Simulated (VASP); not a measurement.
# GaN: which input changes matter

Aim: change the input of a sound run on GaN piece by piece and see what each change does. All runs use LDA. The start is a cell from a database of measured crystal structures.

Main program and level: VASP 6.6.1; LDA; plane waves and PAW (Ga_d, N).

The database entry behind the starting cell differs from later determinations by our own check (thin film, about 0.3 % long), so it need not match the best structure at ambient conditions.

### 1. The structure

It takes space group P6_3mc (No. 186, hexagonal). The conventional cell has a = 3.197 Å, b = 3.197 Å, c = 5.207 Å, α = 90.00°, β = 90.00°, γ = 120.00°. Nearest to Ga lie 4 N at 1.95 to 1.97 Å. Nearest to N lie 4 Ga at 1.95 to 1.97 Å. Farther neighbours and most contacts between anions are not listed.

Coordinates:

```
Ga N
1.0
     3.19720    0.00000    0.00000
    -1.59860    2.76886    0.00000
     0.00000    0.00000    5.20700
Ga N
2 2
Direct
  0.66667 0.33333 0.59120
  0.33333 0.66667 0.09120
  0.66667 0.33333 0.96880
  0.33333 0.66667 0.46880
```

### 2. Reference run

A single point writes out the density, ELF and the potential. LDA, the lowest rung, knows the local density alone.

INCAR reads:

```
SYSTEM = GaN
PREC = Accurate
ENCUT = 520
EDIFF = 1E-06
NELM = 100
ISMEAR = -1
SIGMA = 0.05
LREAL = .FALSE.
ALGO = Normal
GGA = CA
NBANDS = 24
LORBIT = 11
LWAVE = .FALSE.
LCHARG = .TRUE.
ISIF = 2
LELF = .TRUE.
LVHAR = .TRUE.
```

POSCAR reads:

```
GaN
1.0
    3.1972000000      0.0000000000      0.0000000000
   -1.5986000000      2.7688564210      0.0000000000
    0.0000000000      0.0000000000      5.2070000000
Ga N
2 2
Direct
    0.6666666667      0.3333333333      0.5912000000
    0.3333333333      0.6666666667      0.0912000000
    0.6666666667      0.3333333333      0.9688000000
    0.3333333333      0.6666666667      0.4688000000
```

KPOINTS reads:

```
Automatic mesh
0
Gamma
8 8 5
0 0 0
```

The projector-augmented-wave data sets are Ga_d and N (LDA family, release 64).

On the command line:

```bash
$ mpirun -np 4 vasp_std
```

The log of the run:

```text
[banner, memory and clock lines left out]
running    4 mpi-ranks, on    1 nodes
 distrk:  each k-point on    4 cores,    1 groups
 distr:  one band on    1 cores,    4 groups

 POSCAR found type information on POSCAR GaN
 POSCAR found :  2 types and       4 ions
 LDA part: xc-table for (Slater(with rela. corr.)+CA(PZ))
 , standard interpolation
 POSCAR, INCAR and KPOINTS ok, starting setup
 FFT: planning ... GRIDC
 FFT: planning ... GRID_SOFT
 FFT: planning ... GRID
 WAVECAR not read
 entering main loop
       N       E                     dE             d eps       ncg     rms          rms(c)
DAV:   1     0.260416465413E+03    0.26042E+03   -0.18305E+04  1616   0.279E+03
DAV:   2    -0.165701590991E+01   -0.26207E+03   -0.24975E+03  1632   0.498E+02
DAV:   3    -0.310982762136E+02   -0.29441E+02   -0.29209E+02  1720   0.137E+02
DAV:   4    -0.318666277599E+02   -0.76835E+00   -0.76766E+00  1776   0.249E+01
DAV:   5    -0.318824980494E+02   -0.15870E-01   -0.15863E-01  1736   0.315E+00    0.106E+01
DAV:   6    -0.279056869974E+02    0.39768E+01   -0.12909E+01  2504   0.533E+01    0.316E+00
DAV:   7    -0.279348935778E+02   -0.29207E-01   -0.12862E+00  1552   0.900E+00    0.256E+00
DAV:   8    -0.278980782586E+02    0.36815E-01   -0.29783E-01  2416   0.588E+00    0.118E+00
DAV:   9    -0.278744680480E+02    0.23610E-01   -0.82887E-02  2368   0.443E+00    0.367E-01
DAV:  10    -0.278752000836E+02   -0.73204E-03   -0.62971E-03  1576   0.602E-01    0.152E-01
DAV:  11    -0.278749758893E+02    0.22419E-03   -0.14644E-03  2192   0.703E-01    0.608E-02
DAV:  12    -0.278749915455E+02   -0.15656E-04   -0.15233E-04  1536   0.814E-02    0.738E-02
DAV:  13    -0.278749954325E+02   -0.38871E-05   -0.26006E-06  1784   0.128E-02    0.836E-02
DAV:  14    -0.278749890724E+02    0.63601E-05   -0.95765E-07   944   0.181E-02    0.736E-02
DAV:  15    -0.278749831459E+02    0.59265E-05   -0.29266E-06  1368   0.134E-02    0.651E-02
DAV:  16    -0.278749756401E+02    0.75058E-05   -0.44832E-06  1624   0.182E-02    0.460E-02
DAV:  17    -0.278749690396E+02    0.66005E-05   -0.80257E-06  1816   0.298E-02    0.231E-02
DAV:  18    -0.278749675607E+02    0.14789E-05   -0.61906E-06  1840   0.189E-02    0.737E-03
DAV:  19    -0.278749673762E+02    0.18450E-06   -0.41142E-07   808   0.728E-03
   1 F= -.27874967E+02 E0= -.27874967E+02  d E =-.198963E-09
```

Run time: 4.8 s. Hardware: 4 MPI ranks of Intel Xeon 6975P-C (Granite Rapids), shared host; peak memory 0.46 GiB.

Lines that name or quote the potential files are left out of all logs, and their timing lines are given in words.

Parts of OUTCAR (step 2):

```text
ion  position               nearest neighbor table
   1  0.667  0.333  0.591-   4 1.95   4 1.95   4 1.95   3 1.97
   2  0.333  0.667  0.091-   3 1.95   3 1.95   3 1.95   4 1.97
   3  0.667  0.333  0.969-   2 1.95   2 1.95   2 1.95   1 1.97
   4  0.333  0.667  0.469-   1 1.95   1 1.95   1 1.95   2 1.97

  LATTYP: Found a hexagonal cell.
 ALAT       =     3.1972000000
 C/A-ratio  =     1.6286125360

 Subroutine GETGRP returns: Found 12 space group operations
 (whereof  6 operations were pure point group operations)

The static configuration has the point symmetry C_3v.
 The point group associated with its full space group is C_6v.

 Found     30 irreducible k-points:

   k-points           NKPTS =     30   k-points in BZ     NKDIM =     30   number of bands    NBANDS=     24

   dimension x,y,z NGX =    24 NGY =   24 NGZ =   40
   dimension x,y,z NGXF=    48 NGYF=   48 NGZF=   80

   ENCUT  =  520.0 eV  38.22 Ry    6.18 a.u.   5.94  5.94  9.68*2*pi/ulx,y,z

   NELECT =      36.0000    total number of electrons

 k-points in reciprocal lattice and weights: Automatic mesh
   0.00000000  0.00000000  0.00000000       0.003
   0.12500000  0.00000000  0.00000000       0.019
   0.25000000  0.00000000  0.00000000       0.019
   0.37500000  0.00000000  0.00000000       0.019
   0.50000000  0.00000000  0.00000000       0.009
   0.12500000  0.12500000  0.00000000       0.019
   0.25000000  0.12500000  0.00000000       0.038
   0.37500000  0.12500000  0.00000000       0.038
   0.25000000  0.25000000  0.00000000       0.019
[...]
0.25000000  0.25000000  0.40000000       0.038
   0.37500000  0.25000000  0.40000000       0.038

 average (electrostatic) potential at core
       1 -64.8228       2 -64.8228       3 -62.0620       4 -62.0620

 E-fermi :   5.9130

 k-point     1 :       0.0000    0.0000    0.0000
  band No.  band energies     occupation
    ...
     14       3.9372      2.00000
     15       3.9372      2.00000
     16       4.9415      2.00000
     17       4.9661      2.00000
     18       4.9661      2.00000
     19       6.8393      0.00000
     20       9.0600      0.00000
     21      13.9617      0.00000
     22      14.6260      0.00000
     23      14.6260      0.00000
    ...

 k-point     2 :       0.1250    0.0000    0.0000
  band No.  band energies     occupation
    ...
     14       2.8714      2.00000
     15       3.6274      2.00000
     16       3.8110      2.00000
     17       4.7856      2.00000
     18       4.8254      2.00000
     19       7.8685      0.00000
     20       9.9169      0.00000
     21      13.3958      0.00000
     22      13.8930      0.00000
     23      15.0032      0.00000
    ...

 k-point     3 :       0.2500    0.0000    0.0000
  band No.  band energies     occupation
    ...
     14       0.9655      2.00000
     15       2.0974      2.00000
     16       2.9872      2.00000
     17       4.2716      2.00000
     18       4.4643      2.00000
     19       9.1567      0.00000
     20      10.7102      0.00000
     21      12.1687      0.00000
     22      13.2985      0.00000
     23      14.8849      0.00000
    ...

  Total       -1.9323866     -1.9323866     -1.9791592      0.0000000      0.0000000     -0.0000000
  in kB      -67.1655819    -67.1655819    -68.7912977      0.0000000      0.0000000     -0.0000000
  external PRESSURE =     -67.7074872 kB  Pullay stress =       0.0000000 kB

  energy-cutoff  :      520.00
  volume of cell :       46.10
      direct lattice vectors                 reciprocal lattice vectors
     3.197200000  0.000000000  0.000000000     0.312773677  0.180579967  0.000000000
    -1.598600000  2.768856421  0.000000000     0.000000000  0.361159933  0.000000000
     0.000000000  0.000000000  5.207000000     0.000000000  0.000000000  0.192049165

 POSITION                                       TOTAL-FORCE (eV/Angst)
 -----------------------------------------------------------------------------------
      1.59860      0.92295      3.07838         0.000000     -0.000000      0.052683
     -0.00000      1.84590      0.47488        -0.000000      0.000000      0.052683
      1.59860      0.92295      5.04454         0.000000      0.000000     -0.052683
     -0.00000      1.84590      2.44104         0.000000     -0.000000     -0.052683
 -----------------------------------------------------------------------------------
    total drift:                               -0.000001     -0.000001      0.002098

  FREE ENERGIE OF THE ION-ELECTRON SYSTEM (eV)
  ---------------------------------------------------
  free  energy   TOTEN  =       -27.8749673762 eV

  energy  without entropy=      -27.8749673760  energy(sigma->0) =      -27.87496738

 total charge
# of ion       s       p       d       tot
------------------------------------------
    1        0.795   0.898  10.172  11.865
    2        0.795   0.898  10.172  11.865
    3        1.209   2.481   0.000   3.690
    4        1.209   2.481   0.000   3.690
--------------------------------------------------
tot          4.009   6.758  20.344  31.111

[... 3 further parts left out ...]
```

The gap is read on the k-mesh alone, so it is an upper bound where the band edges lie off the mesh, and a coarse mesh can show a gap where there is none. At this level the cell is under a tension of 6.8 GPa, so at these settings it is away from equilibrium.

This step gave:

```yaml
scf_cycles: 19
electrons: 36
bands: 24
irreducible_k_points: 30
symmetry_operations: 12
free_energy_toten: -27.87 eV
fermi_energy: 5.913 eV
pressure: -6.771 GPa
metallic_judged_on_the_points_sampled: no
valence_top_at_k: 0, 0, 0
conduction_bottom_at_k: 0, 0, 0
least_direct_gap_at_k: 0, 0, 0
gap_on_the_k_mesh: 1.873 eV
least_direct_gap_on_the_k_mesh: 1.873 eV
```

Force by atom:

| atom | x (eV/Å) | y (eV/Å) | z (eV/Å) | size |
| --- | --- | --- | --- | --- |
| Ga1 | 0.0000 | 0.0000 | 0.0527 | 0.0527 |
| Ga2 | 0.0000 | 0.0000 | 0.0527 | 0.0527 |
| N3 | 0.0000 | 0.0000 | -0.0527 | 0.0527 |
| N4 | 0.0000 | 0.0000 | -0.0527 | 0.0527 |

Electrostatic potential energy in the ac plane at fractional y = 0.333, with atoms of Ga and N within 0.2 Å of it. With pseudopotentials it is smooth inside the atoms' cores, unlike the true potential.

Ten even steps from '_' (-50 eV) to '@' (3 eV):
```
@@@@@@@@@@@@@@%%--__..::__..##@@
@@@@@@@@@@@@@@%%==________--%%@@
@@@@@@@@@@@@@@@@##--____::**@@@@
@@@@@@@@@@@@@@@@@@%%****##%%@@@@
@@@@@@@@@@@@@@@@@@@@%%%%%%@@@@@@
@@@@@@@@@@@@@@@@@@%%%%##%%@@@@@@
@@@@@@@@@@@@@@%%##**++++++##%%@@
@@@@@@@@@@@@@@##++--::::--==**%%
@@@@@@@@@@@@%%++--..____..::++##
%%@@@@@@@@@@##==::________..--**
%%@@@@@@@@@@##==..________..--**
%%@@@@@@@@@@##==::________..--**
@@@@@@@@@@@@%%++--..____..::++##
@@@@@@@@@@@@@@##++--::::--==**%%
@@@@@@@@@@@@@@%%##++++==++**%%@@
@@@@@@@@@@@@@@@@@@%%####%%%%@@@@
@@@@@@@@@@@@@@@@@@@@@@@@@@@@@@@@
@@@@@@@@@@@@@@@@@@@@@@@@@@@@@@@@
@@@@@@@@@@@@@@@@@@@@@@@@@@@@@@@@
@@@@@@@@@@@@@@@@@@@@@@@@@@@@@@@@
@@@@@@@@@@@@@@@@@@@@@@@@@@@@@@@@
@@%%%%%%%%@@@@@@@@@@@@@@@@@@@@@@
@@%%####%%%%@@@@@@@@@@@@@@@@@@@@
%%%%######%%@@@@@@@@%%%%@@@@@@@@
%%%%######%%@@@@%%**====**%%@@@@
@@%%####%%%%@@%%**::______++%%@@
@@@@%%%%%%@@@@%%==____..__::##@@
```
Columns run along a (3.2 Å; values clipped at the 3rd and 97th percentile), rows up along c (5.2 Å). Atoms in or near the plane, at fractional coordinates: Ga at (0.67, 0.59), N at (0.67, 0.97).

ELF in the ac plane at fractional y = 0.333, with atoms of Ga and N within 0.2 Å of it. It is the smooth field of the valence electrons, not physical close to the nuclei.

Ten even steps from '_' (0.03) to '@' (0.85):
```
++::....::==##@@@@**::..++%%@@%%
++::....::==##@@@@##====**%%@@%%
==::......--**%%@@@@%%%%@@@@%%##
--..____..::++##%%@@@@@@@@@@%%**
::________..--++##%%%%@@%%##**==
..________..::--==++++++++==--::
..________....::----====----::..
......__......::::::::::::::::::
::::::::::::::::..________..::::
::--------::::::..__________::::
--==++++++----::..____..____::--
==++******==----..__________::--
==**######++==--::________..----
++########**==--::::......::----
++**######**==--::::::::::::::--
++********++==::::::::::::::::--
==++++++++==--::..............::
::--======--::..____________....
..::----::::..________________..
....::::......__________________
................................
....::::......::----====----::..
::::::::::::::==++**####****==--
::::::::::::==**##%%%%%%%%%%##==
--::::::::--++##@@@@@@@@@@@@%%**
==::::::::--**@@@@%%####%%@@@@##
++::::::::==##@@@@##--::**@@@@%%
```
Columns run along a (3.2 Å), rows up along c (5.2 Å). Atoms in or near the plane, at fractional coordinates: Ga at (0.67, 0.59), N at (0.67, 0.97).

Valence density in the ac plane at fractional y = 0.333, with atoms of Ga and N within 0.2 Å of it. It is the smooth field of the valence electrons, not physical close to the nuclei.

Ten steps, logarithmic in the rise over the least value, from '0' (0 e/Å³) to '9' (16 e/Å³):
```
2111123456666543
2111112356666543
1000012345665432
1000001234554322
0000001223443321
0000001123333221
0000001123444321
1000001246666431
1100011367888642
1111112478999753
2111122579999863
2222222578999753
2222222467888642
2222222246776532
2222222223443222
1222221111221111
1111111101111011
1111110000000000
0011100000000000
0011000000000000
0111100000000000
1111111111111111
1122211122222211
2222222233333322
2222222344554432
2222222345666543
2211223456666543
```
Columns run along a (3.2 Å), rows up along c (5.2 Å). Atoms in or near the plane, at fractional coordinates: Ga at (0.67, 0.59), N at (0.67, 0.97).

The pressure is -6.77 GPa and the largest force 0.053 eV/Å, so the cell is not at a minimum at these settings.

### 3. A single point (LDA) with a changed input

A single point gives energy, forces and stress at these settings. Some settings are moved from the usual, to see what they do.

Edit INCAR of step 2 so:

```diff
@@ -13,5 +13,5 @@
 LWAVE = .FALSE.
-LCHARG = .TRUE.
+LCHARG = .FALSE.
+KPAR = 4
 ISIF = 2
-LELF = .TRUE.
-LVHAR = .TRUE.
+AMIX = 0.6
```

POSCAR is that of step 2.

KPOINTS reads:

```
Automatic mesh
0
Gamma
10 10 6
0 0 0
```

On the command line:

```bash
$ mpirun -np 4 vasp_std
```

The log of the run:

```text
[banner, memory and clock lines left out]
running    4 mpi-ranks, on    1 nodes
 distrk:  each k-point on    1 cores,    4 groups
 distr:  one band on    1 cores,    1 groups

 POSCAR found type information on POSCAR GaN
 POSCAR found :  2 types and       4 ions
 LDA part: xc-table for (Slater(with rela. corr.)+CA(PZ))
 , standard interpolation
 POSCAR, INCAR and KPOINTS ok, starting setup
 FFT: planning ... GRIDC
 FFT: planning ... GRID_SOFT
 FFT: planning ... GRID
 WAVECAR not read
 entering main loop
       N       E                     dE             d eps       ncg     rms          rms(c)
DAV:   1     0.264802872253E+03    0.26480E+03   -0.18204E+04  2912   0.277E+03
DAV:   2    -0.576768836694E+00   -0.26538E+03   -0.25258E+03  3064   0.509E+02
DAV:   3    -0.309655773637E+02   -0.30389E+02   -0.30168E+02  3152   0.139E+02
DAV:   4    -0.318679159812E+02   -0.90234E+00   -0.89980E+00  3392   0.263E+01
DAV:   5    -0.318826158663E+02   -0.14700E-01   -0.14696E-01  3144   0.308E+00    0.106E+01
DAV:   6    -0.288530633507E+02    0.30296E+01   -0.29145E+01  4672   0.790E+01    0.681E+00
DAV:   7    -0.278789392235E+02    0.97412E+00   -0.44091E+00  4048   0.297E+01    0.261E+00
DAV:   8    -0.278990804193E+02   -0.20141E-01   -0.76733E-01  3056   0.610E+00    0.135E+00
DAV:   9    -0.278754201240E+02    0.23660E-01   -0.74777E-02  3200   0.286E+00    0.501E-01
DAV:  10    -0.278757011146E+02   -0.28099E-03   -0.72013E-03  3160   0.643E-01    0.300E-01
DAV:  11    -0.278754206556E+02    0.28046E-03   -0.14398E-03  4200   0.547E-01    0.356E-02
DAV:  12    -0.278754136375E+02    0.70181E-05   -0.19294E-04  4184   0.268E-01    0.147E-02
DAV:  13    -0.278754113460E+02    0.22915E-05   -0.31818E-05  3168   0.411E-02    0.276E-03
DAV:  14    -0.278754112239E+02    0.12211E-06   -0.12620E-06  2064   0.166E-02
   1 F= -.27875411E+02 E0= -.27875411E+02  d E =-.116268E-09
```

The job ended after 5.4 s (4 MPI ranks; peak memory 0.65 GiB; 19 s of CPU time).

From OUTCAR (step 3):

```text
 Found     56 irreducible k-points:

   k-points           NKPTS =     56   k-points in BZ     NKDIM =     56   number of bands    NBANDS=     24

   NELECT =      36.0000    total number of electrons

 E-fermi :   5.9441

 k-point     1 :       0.0000    0.0000    0.0000
  band No.  band energies     occupation
    ...
     14       3.9366      2.00000
     15       3.9366      2.00000
     16       4.9409      2.00000
     17       4.9654      2.00000
     18       4.9654      2.00000
     19       6.8389      0.00000
     20       9.0599      0.00000
     21      13.9613      0.00000
     22      14.6260      0.00000
     23      14.6260      0.00000
    ...

 k-point     2 :       0.1000   -0.0000    0.0000
  band No.  band energies     occupation
    ...
     14       3.2121      2.00000
     15       3.7306      2.00000
     16       4.1349      2.00000
     17       4.8426      2.00000
     18       4.8749      2.00000
     19       7.5889      0.00000
     20       9.6591      0.00000
     21      13.6520      0.00000
     22      14.0244      0.00000
     23      14.8807      0.00000
    ...

  Total       -1.9331099     -1.9331099     -1.9778578      0.0000000      0.0000000     -0.0000000
  in kB      -67.1907239    -67.1907239    -68.7460634      0.0000000      0.0000000     -0.0000000
  external PRESSURE =     -67.7091704 kB  Pullay stress =       0.0000000 kB

 POSITION                                       TOTAL-FORCE (eV/Angst)
 -----------------------------------------------------------------------------------
      1.59860      0.92295      3.07838        -0.000000      0.000000      0.052717
     -0.00000      1.84590      0.47488         0.000000     -0.000000      0.052717
      1.59860      0.92295      5.04454        -0.000000     -0.000000     -0.052717
     -0.00000      1.84590      2.44104        -0.000000     -0.000000     -0.052717
 -----------------------------------------------------------------------------------
    total drift:                               -0.000001     -0.000001      0.001806

  FREE ENERGIE OF THE ION-ELECTRON SYSTEM (eV)
  ---------------------------------------------------
  free  energy   TOTEN  =       -27.8754112239 eV

  energy  without entropy=      -27.8754112238  energy(sigma->0) =      -27.87541122

 total charge
# of ion       s       p       d       tot
------------------------------------------
    1        0.795   0.898  10.172  11.865
    2        0.795   0.898  10.172  11.865
    3        1.210   2.481   0.000   3.690
    4        1.210   2.481   0.000   3.690
--------------------------------------------------
tot          4.009   6.757  20.344  31.111

[... 7 parts as in an earlier step ...]

[... 6 further parts left out ...]
```

AMIX acts on the way to self-consistency or on speed; a fully converged result doesn't depend on them, though slow mixing can meet EDIFF with the stress still off.

Numbers from this step:

```
SCF cycles           : 14
irreducible k-points : 56
free energy (TOTEN)  : -27.88 eV
Fermi energy         : 5.944 eV
```

Force by atom:

| atom | x (eV/Å) | y (eV/Å) | z (eV/Å) | size |
| --- | --- | --- | --- | --- |
| Ga1 | 0.0000 | 0.0000 | 0.0527 | 0.0527 |
| Ga2 | 0.0000 | 0.0000 | 0.0527 | 0.0527 |
| N3 | 0.0000 | 0.0000 | -0.0527 | 0.0527 |
| N4 | 0.0000 | 0.0000 | -0.0527 | 0.0527 |

Against the reference run the energy at zero smearing moves by -0.11 meV an atom and the pressure by -0.00 GPa.

(Continued in part 2 of 3.)

[Lines on the potential files, build, host, timing and source positions are cut from VASP's logs without a mark.]

[Logs are printed without paths, hosts, clocks, repeated set-up lines and the standing remarks that a program may print on its own settings, such as how far it seeks lower states.]

[Hosts, paths, dates, database ids (printed as entryN), source tags and the programs' standing remarks are cut or masked in the printed files.]

[A measured line is paired with the nearest computed mode of its activity, which favours agreement.]

[In band tables of VASP the shares of atoms and orbitals are scaled to a sum of 1 inside the atoms' spheres.]
